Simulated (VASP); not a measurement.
A run of VASP 6.6.1 is set up as follows.

Contents of INCAR:

```
SYSTEM = CaSc
PREC = Accurate
ENCUT = 520
EDIFF = 1E-6
ISMEAR = -1
SIGMA = 0.05
LREAL = .FALSE.
LASPH = .TRUE.
NELM = 100
ALGO = Normal
ISIF = 2
LWAVE = .FALSE.
LCHARG = .TRUE.
LDIPOL = .TRUE.
IDIPOL = 3
DIPOL = 0.5 0.5 0.294
GGA = B5
ALDAX = 1.0
AGGAX = 1.0
AGGAC = 1.0
ALDAC = 0.0
LELF = .TRUE.
LVHAR = .TRUE.
LVACPOTAV = .TRUE.
```

File KPOINTS:

```
Automatic mesh
0
G
  4 8 1
  0 0 0
```

The input POSCAR:

```
CaSc
1.0
    6.5366700000      0.0000000000      0.0000000000
    0.0000000000      3.2053400000      0.0000000000
    0.0000000000      0.0000000000     23.8000000000
Ca Sc
1 1
Direct
    0.0000000000      0.0000000000      0.2941200000
    0.5000000000      0.0000000000      0.2941200000
```

Potentials or basis: VASP PAW PBE potentials, release 64 (Ca_sv, Sc_sv).

Launch:

```console
$ cat potpaw_PBE.64/Ca_sv/POTCAR potpaw_PBE.64/Sc_sv/POTCAR > POTCAR
$ mpirun -np 1 vasp_std > vasp.out
```

**Question.** Predict the work function of the upper face.

**Answer.** 2.78 eV.

**Question.** Predict the work function of the lower face.

**Answer.** 2.78 eV.

**Question.** Predict the band gap on the k mesh.

**Answer.** None (metal or under the smearing width).
